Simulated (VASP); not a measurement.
VASP runs on PbSe (space group Fm-3m) share one base input (HSE06 screened hybrid, plane waves, VASP's PBE PAW potentials (set 64)) and change the settings named in each case.

### INCAR
```
SYSTEM = PbSe
PREC = Accurate
ENCUT = 300
EDIFF = 1E-6
NELM = 100
ALGO = Normal
LREAL = .FALSE.
LASPH = .TRUE.
ISMEAR = -1
SIGMA = 0.05
GGA = PE
HFSCREEN = 0.2
AEXX = 0.25
LHFCALC = .TRUE.
PRECFOCK = Fast
ISYM = 3
LMAXMIX = 4
LWAVE = .FALSE.
LCHARG = .FALSE.
ISIF = 2
```

### KPOINTS
```
Automatic
0
Gamma
5 5 5
0 0 0
```

**POSCAR**
```
PbSe
1
    0.0000000000     3.1356420000     3.1356420000
    3.1356420000     0.0000000000     3.1356420000
    3.1356420000     3.1356420000     0.0000000000
Pb Se
1 1
Direct
  0.0000000000   0.0000000000   0.0000000000
  0.5000000000   0.5000000000   0.5000000000
```

POTCAR, in this order: Pb_d Se (PBE.64 set). Program: vasp_std.

```tsv
change	E(σ→0) (eV/atom)	pressure (GPa)
base run	-4.8771	-2.63
AEXX removed, HFSCREEN removed, ISYM removed, LHFCALC removed, PRECFOCK removed	-4.0996	?
HFRCUT = -1, HFSCREEN removed	-5.3551	-2.61
KPOINTS 2×2×2 Γ-centred mesh	-4.3043	3.34
KPOINTS 3×3×3 Γ-centred mesh	-4.9195	-3.33
KPOINTS 4×4×4 Γ-centred mesh	-4.8691	?
ENCUT = 345	-4.8758	-2.59
ENCUT = 210	-4.8591	-8.64
KPOINTS 4×4×4 Γ-centred mesh shifted by (0.5, 0.5, 0.5)	-4.8803	-2.64
EDIFF = 1E-10	-4.8771	-2.64
```

Problem. Fill in the missing entries.

Solution. 
- KPOINTS 4×4×4 Γ-centred mesh, pressure (GPa): -2.53
- AEXX removed, HFSCREEN removed, ISYM removed, LHFCALC removed, PRECFOCK removed, pressure (GPa): -1.58

Energies of different potentials or functionals have different zeros.  Unless said otherwise, spin-orbit coupling is left out, though it shifts the bands of the heavy elements here.

Left out are runs that ran out of time, are held back, or changed the cell or the kind of run, fixed moments of cells without a moment, rows past the twelfth, gaps on odd meshes, pressures of charged cells and columns that move by less than the noise.

The structure comes from a computed database's PbSe entry; how it stands against other phases isn't given here. The cell was not relaxed at this level, its lattice was scaled by up to 2.5 %.
